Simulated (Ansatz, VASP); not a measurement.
# LaSi3Rh in two plane-wave programs, part 2 of 2

Aim: how closely do two programs agree when they are given the same cell, functional and k mesh? The cell is taken from a series of runs on this material, whose earlier steps may have relaxed, scaled, displaced or heated it; both programs get it as it stands.

VASP 6.6.1 and Ansatz 0.2.0.

So far: Starting point; VASP: relaxation of cell and atoms, PBEsol.

### 3. Ansatz: relaxation of cell and atoms, PBEsol

Level of this step: Ansatz beside VASP: Kohn-Sham DFT, plane waves, PBEsol (Ansatz).

Ansatz runs on its default PAW (the set named soft_2) files.

The same cell, functional, mesh and smearing now go to Ansatz, which takes its cutoff from its data sets.

Input file input.yaml:

```yaml
crystal:
  lattice:
    - [-2.1196318929, 2.1196318929, 4.8996104432]
    - [2.1196318929, -2.1196318929, 4.8996104432]
    - [2.1196318929, 2.1196318929, -4.8996104432]
  atoms:
    - { symbol: La, position: [0.9995458755, 0.9995458755, 0.0] }
    - { symbol: Si, position: [0.4122816318, 0.4122816318, 0.0] }
    - { symbol: Si, position: [0.2620676152, 0.7620676152, 0.5] }
    - { symbol: Si, position: [0.7620676152, 0.2620676152, 0.5] }
    - { symbol: Rh, position: [0.6540362522, 0.6540362522, 0.0] }
kpoints:
  mp_grid: { grid: [10, 10, 10] }
hamiltonian:
  xc: pbesol
scf:
  occupations: { method: methfessel_paxton, width: 0.2 }
output:
  forces: true
  stress: true
  eigenvalues: true
relax:
  adjacent_minimum: "off"
  f_tol: 0.001
  max_steps: 60
  cell: { stress_tol: 0.01 }
```

On the command line:

```sh
$ ansatz run input.yaml --threads 16 --pin off --max-ram 61440MiB --backend cuda --events-out ev --progress --plain --runs-dir out --max-vram 78GiB
```

Numbers of over 12 decimals in the logs are rounded to 6 here.

Output:

```text
Engine: ansatz 0.2.0, aarch64-unknown-linux-gnu
Pseudopotentials: kind: paw
Pseudopotential: La, paw, valence charge 11, recommended cutoff 420 eV (normal), La.paw.azcp
Pseudopotential: Si, paw, valence charge 4, recommended cutoff 420 eV (normal), Si.paw.azcp
Pseudopotential: Rh, paw, valence charge 17, recommended cutoff 420 eV (normal), Rh.paw.azcp
Functional definition: PBEsol
  exchange = pbesol_x
  correlation = pbesol_c
[...]
Crystal: 5 atoms, lattice volume = 88.053 Å³
Basis set: ecut = 420 eV, 1713 PW (Γ), exchange–correlation on 80×80×80 points (8 copies of the dense FFT grid, shifted against one another)
Bands: 25, of which v1, the nominal top of the filled ones, is band 20 counted from 1 (19 counted from 0)
Symmetry: 8 space group operations
Space group: I4mm (ITA 107), of the structure as read, at distance tolerance 4.4e-5 Å
k-points: 102 of 1000 (time reversal used)
Non-local potential: La, projectors of the file, l = 0: 3, l = 1: 2, l = 2: 2, l = 3: 3
Non-local potential: Si, projectors of the file, l = 0: 2, l = 1: 2, l = 2: 2
Non-local potential: Rh, projectors of the file, l = 0: 3, l = 1: 2, l = 2: 2, l = 3: 1
PAW form: soft (Blöchl's): semilocal exchange-correlation on the pseudo side does not see the compensation charge
PAW frozen core: La, regenerated for the run's functional, and the local potential with it (the file was generated under x = pbe(κ = 0.804, μ = 0.219515), c = pbe(β = 0.066725))
PAW frozen core: Si, regenerated for the run's functional, and the local potential with it (the file was generated under x = pbe(κ = 0.804, μ = 0.219515), c = pbe(β = 0.066725))
PAW frozen core: Rh, regenerated for the run's functional, and the local potential with it (the file was generated under x = pbe(κ = 0.804, μ = 0.219515), c = pbe(β = 0.066725))
PAW one-centre angular grid: La, 590 points (default); XC on 64 Gauss nodes
PAW one-centre angular grid: Si, 110 points (default); XC on 64 Gauss nodes
PAW one-centre angular grid: Rh, 590 points (default); XC on 64 Gauss nodes
Initial density: superposition of atomic densities (neutral atoms: chi_scale 0, normalization atom), corrected by the library's trained network
Initial wavefunctions: pseudopotential atomic-orbital guess
[...]
Functional: x = pbesol(κ = 0.804, μ = 0.123457), c = pbesol(β = 0.046)
SCF iter   1: F=—  HF=-14369.064972 eV  |F-HF|=—  |Δ(HF+E_count)|=         —  Δρ=6.01e-3  dr2=4.22e-2  ethr=1.77e-3  ⟨swp⟩=4.8  Hψ=11041  notcnv=0
preconditioner: auto → Kerker (q_TF=auto, 2.392 Å⁻¹)  [metal: Δε(μ)=0.036 eV  Ē_g=8.383 eV  σ=0.200 eV  W_gap=0.15  n_scr=14 (ndim 8)  ℏωp=21.7 eV  f_vac=0.000  D(μ)=2.01/eV (n_scr^D=10)]
SCF iter   2: F=—  HF=-14369.059677 eV  |F-HF|=—  |Δ(HF+E_count)|=   5.30e-3  S|Δr|=    0.00e0  Δρ=2.74e-3  dr2=1.03e-2  ethr=1.06e-4  ⟨swp⟩=2.3  Hψ=4626  notcnv=0
[...]
SCF iter   7: F=-14369.057866 eV  HF=-14369.057866 eV  |F-HF|=5.32e-9  |Δ(HF+E_count)|=   8.05e-8  S|Δr|=    0.00e0  Δρ=3.63e-6  dr2=1.24e-8  ethr=2.50e-10  ⟨swp⟩=8.1  Hψ=15532  notcnv=0
SCF 1 converged in 7 iterations: F = -14369.057866 eV  dr2 = 1.24e-8
  greatest PAW one-centre occupation: 1.000 electrons in one spin orbital (limit 2), on the Rh atom at site 4 (counted from 0), in its partial waves of l = 0
relax step   1: F+E_penalty+E_count = -14369.05786631 eV  Δ(F+E_penalty+E_count) = +0.000e0 eV  max|allowed force component| = 2.058e-2 eV/Å  Δτ_max = 0.0000 Å  P = -0.076 GPa  Ω = 88.053 Å³  (7 SCF iters, dr2 threshold 1.00e-7 eV, accepted)
[...]
relax step   2: F+E_penalty+E_count = -14369.05791530 eV  Δ(F+E_penalty+E_count) = -4.899e-5 eV  max|allowed force component| = 2.311e-2 eV/Å  Δτ_max = 0.0053 Å  P = +0.006 GPa  Ω = 87.981 Å³  energy of the carried Pulay correction = +1.656e-5 eV  (6 SCF iters, dr2 threshold 2.65e-8 eV, accepted)
[...]
relax step   3: F+E_penalty+E_count = -14369.05795936 eV  Δ(F+E_penalty+E_count) = -4.406e-5 eV  max|allowed force component| = 2.263e-3 eV/Å  Δτ_max = 0.0020 Å  P = +0.020 GPa  Ω = 87.972 Å³  energy of the carried Pulay correction = +1.863e-5 eV  (5 SCF iters, dr2 threshold 3.34e-8 eV, accepted)
[...]
relax step   4: F+E_penalty+E_count = -14369.05795795 eV  Δ(F+E_penalty+E_count) = +1.414e-6 eV  max|allowed force component| = 1.612e-3 eV/Å  Δτ_max = 0.0000 Å  P = +0.002 GPa  Ω = 87.985 Å³  energy of the carried Pulay correction = +1.572e-5 eV  (4 SCF iters, dr2 threshold 3.44e-9 eV, accepted)
[...]
relax step   5: F+E_penalty+E_count = -14369.05795786 eV  Δ(F+E_penalty+E_count) = +8.785e-8 eV  max|allowed force component| = 3.547e-4 eV/Å  Δτ_max = 0.0001 Å  P = -0.000 GPa  Ω = 87.986 Å³  energy of the carried Pulay correction = +1.548e-5 eV  (5 SCF iters, dr2 threshold 1.62e-10 eV, accepted)
[...]
relax step   6: F+E_penalty+E_count = -14369.05794341 eV  Δ(F+E_penalty+E_count) = +1.444e-5 eV  max|allowed force component| = 3.511e-4 eV/Å  Δτ_max = 0.0000 Å  P = -0.000 GPa  Ω = 87.986 Å³  stress off target by 9.68e-4 GPa  SCF on the basis re-selected at this cell (its energy is not comparable with the rows above)  (5 SCF iters)
basis re-selected at this cell: Δ(F+E_penalty+E_count) = +1.444e-5 eV, ΔP = -0.000 GPa vs the last step (what re-selecting the basis moved, of the pressure what is left beyond the Pulay correction that the steps carried, after the strain that the cell walked since its last selection, with what the two solves' SCF thresholds leave and, on support functions, any second-order correction that the steps lacked; it is no m [...]
SCF converged after 5 iterations
Stability not checked: this state was not tested for a lower state beside it, because cold or Methfessel-Paxton smearing, or corrected tetrahedra, fill the levels in a way that the test cannot read (fill_not_monotonic; see scf.lower_state_search)
Free energy (F): -14369.057943 eV
Harris-Foulkes:  -14369.057943 eV  (|F-HF|=1.82e-12)
Internal energy: -14369.054686 eV  (E = F + TS)
E sigma→0 (E₀):  -14369.057129 eV
Entropy (-TS):   -0.003258 eV (-0.652 meV/atom)
Fermi energy:    13.208222 eV
--- Per-component energies (eV) ---
  E_band       = -173.754120
  E_kinetic    = 895.373416
  E_local      = -3042.217695  (includes V_loc(G=0)·N_el)
  E_nonlocal   = 529.402859
  E_hartree    = 1180.594236
  E_xc         = -528.621442
  E_vxc        = -573.088340  (∫ρ·V_xc dr)
  E_paw        = -10349.355762  (= ΣΔE_a)
  E_vpaw       = -344.413692  (= ΣTr[D̂ρ^β])
  E_aug_tail   = 0.000893  (compensation charges beyond the density's cutoff)
  E_ewald      = -3054.771582
  E_core_change = 0.540391  (= ΣΔE_core)
  E_smearing   = -0.003258  (= −TS)
  E_closure    = -0.000000  (closes the sum)
  Σ components = -14369.057943   (vs F -14369.057943, Δ=0.00e0)
--- Forces (eV/Å), atoms counted from 1 ---
  atom   1  La     0.00000000    -0.00000000    -0.00001736
  atom   2  Si    -0.00000000     0.00000000     0.00002916
  atom   3  Si    -0.00000000    -0.00000000     0.00016972
  atom   4  Si     0.00000000    -0.00000000     0.00016972
  atom   5  Rh    -0.00000000     0.00000000    -0.00035103
  max |Σ_I F_I| component: 2.14e-7 eV/Å
--- Stress (GPa, compression-positive) ---
       -0.000789       0.000000      -0.000000
        0.000000      -0.000789      -0.000000
       -0.000000      -0.000000       0.000968
  P = ⅓ Tr σ = -0.0002 GPa (-0.002 kbar)
--- Band table (eV; the first three rows and the last of 102) ---
  k-point 0: bands = [... 16 lower, 10.5763, 11.4361, 11.4361, 13.4677, 13.4677, 14.4274, 14.6561, 15.3837, ... 1 higher]
  k-point 1: bands = [... 16 lower, 10.4388, 11.5691, 11.6852, 12.4854, 13.1694, 14.5582, 14.9796, 15.4767, ... 1 higher]
  k-point 2: bands = [... 16 lower, 10.7272, 11.2255, 11.8391, 12.2011, 13.1853, 14.7987, 15.3698, 15.4164, ... 1 higher]
  k-point 101: bands = [... 16 lower, 10.7368, 10.9379, 12.9597, 13.9519, 13.9519, 14.6474, 14.7275, 15.2234, ... 1 higher]
--- Relaxed structure (5 steps of the walk, 5 accepted, 1 SCFs on fresh bases) ---
  F+E_penalty+E_count = -14369.05794341 eV   max|allowed force component| = 3.511e-4 eV/Å   (the final SCF, on the basis selected at the relaxed cell)
  cell:  # Å, volume = 87.9859 Å³
    - [-2.119459, 2.119459, 4.896695]
    - [2.119459, -2.119459, 4.896695]
    - [2.119459, 2.119459, -4.896695]
  atoms:
    - { symbol: La, position: [0.999880, 0.999880, 0] }
    - { symbol: Si, position: [0.411990, 0.411990, 0] }
    - { symbol: Si, position: [0.262070, 0.762070, 0.5] }
    - { symbol: Si, position: [0.762070, 0.262070, 0.5] }
    - { symbol: Rh, position: [0.653990, 0.653990, 0] }
```

The column dr2 measures how far the density is from self-consistency, as an energy; F and HF (Harris–Foulkes) agree once it is small.

### 4. Differences

Known differences besides the potentials themselves: the data sets hold 40 valence electrons in Ansatz (on its default PAW (the set named soft_2) files) and 38 in VASP; the cutoff is 420 eV in Ansatz and 500 eV in VASP; Ansatz makes its cores anew for this functional, VASP keeps those of its PBE data sets; Ansatz adds a Pulay correction to the stress that steers its cell, VASP none. Total energies have different zeros and are not compared.

Compared:

```tsv
quantity	Ansatz	VASP	difference
volume (Å³)	87.99	88.01	-0.03 %
edge a after relaxation, in the typed setting (Å)	5.741	5.742	-0.02 %
```

### 5. What came out

```yaml
difference_in_volume_relaxation_of_cell_and_atoms_pbesol: -0.029 %
```

**Reading.** The difference in volume is -0.029 % (relaxation of cell and atoms, PBEsol), within the 1.2 % picked in this series as the mark of a large difference, as far as the stopping tolerances let one tell. The data sets hold unlike numbers of valence electrons (40 in Ansatz and 38 in VASP), so part of the differences comes from the potentials. Such differences can come from data sets, numerical settings and the points named under the comparisons, not from the functional's error against experiment.

[Lines on the potential files, build, host, timing and source positions are cut from VASP's logs without a mark.]

[Logs are printed without paths, hosts, clocks, repeated set-up lines and the standing remarks that a program may print on its own settings, such as how far it seeks lower states.]

[Hosts, paths, dates, database ids (printed as entryN), source tags and the programs' standing remarks are cut or masked in the printed files.]
